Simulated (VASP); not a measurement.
Consider the following.

```
CELL_PARAMETERS angstrom
      0.00000     2.74753     2.74753
      2.74753     0.00000     2.74753
      2.74753     2.74753     0.00000
ATOMIC_POSITIONS crystal
  Na 0.00000 0.00000 0.00000
  Cl 0.50000 0.50000 0.50000
```

The numbers are results of PBEsol GGA, VASP's PBE PAW potentials (set 64) (plane waves; VASP), not measurements. Numerical set-up: 520 eV cut-off, 8×8×8 Γ-centred mesh, Gaussian smearing of 0.050 eV, potentials Na_pv Cl.

Task: Give the stress tensor in GPa (positive for a compressed cell).

Result: 
```
1.75  0.00  0.00
0.00  1.75  0.00
0.00  0.00  1.75
```
The pressure is its mean diagonal, 1.75 GPa.

The compound is NaCl in the rock salt structure. This cell is one point of a volume scan, at 0.94 of the reference volume.
